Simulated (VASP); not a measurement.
Here is the system:

```yaml
crystal:
  lattice:
    - [1.96195, -4.89471, 0.00000]
    - [1.96195, 4.89471, 0.00000]
    - [0.00000, 0.00000, 5.48833]
  atoms:
    - { symbol: Sc, position: [0.68802, 0.31198, 0.75000] }
    - { symbol: Sc, position: [0.31198, 0.68802, 0.25000] }
    - { symbol: Al, position: [0.00000, 0.00000, 0.00000] }
    - { symbol: Al, position: [0.00000, 0.00000, 0.50000] }
    - { symbol: Ge, position: [0.38453, 0.61547, 0.75000] }
    - { symbol: Ge, position: [0.61547, 0.38453, 0.25000] }
```

Level of theory: PBEsol GGA with spin-orbit coupling, VASP's PBE PAW potentials (set 64) (plane waves; VASP). Settings: 400 eV cut-off, 8×8×5 Γ-centred mesh, Gaussian smearing of 0.050 eV, potentials Sc_sv Al Ge_d.

**Question.** What does the run give for the energy per atom (σ→0), band gap (over mesh and band path) with the smallest direct gap where there is one?

**Answer.** 
```
Item                                                                  Result
----------------------------------  ----------------------------------------
band gap (over mesh and band path)  none (metal, semimetal or under 0.01 eV)
energy per atom (σ→0)                                         -5.857 eV/atom
```

The structure comes from a computed database's ScAlGe entry (Cmcm); how it stands against other phases isn't given here. It was relaxed first.
